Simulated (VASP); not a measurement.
Here is the system:

```
CELL_PARAMETERS angstrom
      0.00000     2.53602     2.53602
      2.53602     0.00000     2.53602
      2.53602     2.53602     0.00000
ATOMIC_POSITIONS crystal
  Mg 0.00000 0.00000 0.00000
  S  0.50000 0.50000 0.50000
```

All values below come from PBEsol GGA, VASP's PBE PAW potentials (set 64) (plane waves; VASP). Settings: 520 eV cut-off, 9×9×9 Γ-centred mesh, Gaussian smearing of 0.050 eV, potentials Mg S.

Question: Give the stress tensor in GPa (positive for a compressed cell).

Answer: 
```
5.55  0.00  0.00
0.00  5.55  0.00
0.00  0.00  5.55
```
The pressure is its mean diagonal, 5.55 GPa.

The compound is MgS in the rock salt structure. This cell is one point of a volume scan, at 0.94 of the reference volume.
